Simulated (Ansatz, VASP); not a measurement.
**One calculation of Al2CdSi2, two programs**

```
Al Cd Si
1.0
     3.46989    0.00000    0.00000
    -1.73494    3.00501    0.00000
     0.00000    0.00000    8.32191
Al Cd Si
2 1 2
Cartesian
  0.0000 0.0000 5.4169
  0.0000 0.0000 2.9050
  0.0000 0.0000 0.0000
  0.0000 2.0033 0.0000
  1.7349 1.0017 0.0000
```

Alike in both runs: task single point; functional PBE; k mesh 6 × 6 × 2; occupations gaussian, width 0.1 eV; no spin polarisation.

|  | VASP | Ansatz |
| --- | --- | --- |
| version | VASP 6.6.1 | Ansatz 0.2.0 |
| potentials or method | VASP PAW PBE potentials, release 64 (Al, Cd, Si) | scalar-relativistic, plane waves, PAW |
| plane-wave cutoff (eV) | 520 | 420 |
| valence electrons in the cell | 26 | 34 |

```tsv
	VASP	Ansatz	Ansatz less VASP
gap on the k mesh at the Fermi level (eV)	none	none	-
rms of the force components (eV/Å)	0.030	0.020	-0.0097
```

Atom by atom the forces differ by 0.010 eV/Å (rms over components). A gap of «none» marks a metal or a gap that the smearing closes. The two sets of potentials don't hold the same shells in valence.

Caveats: the k mesh is coarse (spacing up to 0.38 Å⁻¹), so the values aren't converged.
